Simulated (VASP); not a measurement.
The system is NiO.

```
CELL_PARAMETERS angstrom
1.43814 0.83031 2.33081
-1.43814 0.83031 2.33081
0.00000 -1.66062 2.33081
ATOMIC_POSITIONS crystal
Ni 0.00000 0.00000 0.00000
O 0.50000 0.50000 0.50000
```

The cell was built by a generator and needn't be a form met in nature.

Program: VASP 6.6.1. Alike in all runs: task single point; level PBE; potentials or basis VASP PAW PBE potentials, release 64 (Ni, O); spin collinear, ferromagnetic start; cell as given; cutoff (eV) 520; smearing gaussian 0.02 eV.

Q: Order these runs on this cell by their pressure, lowest first.
A. k mesh 6 × 6 × 6; mesh quality coarse
B. k mesh 9 × 9 × 9; mesh quality not flagged
C. k mesh 12 × 12 × 12; mesh quality not flagged

A: B (22.6 GPa), C (24.9 GPa), A (27.2 GPa).

Caveats: some runs use coarse meshes; so large a pressure means that the cell lies far from this level's equilibrium, or that cutoff or potentials fall short; a cell with one magnetic atom can't hold antiferromagnetic order, which such compounds often take.
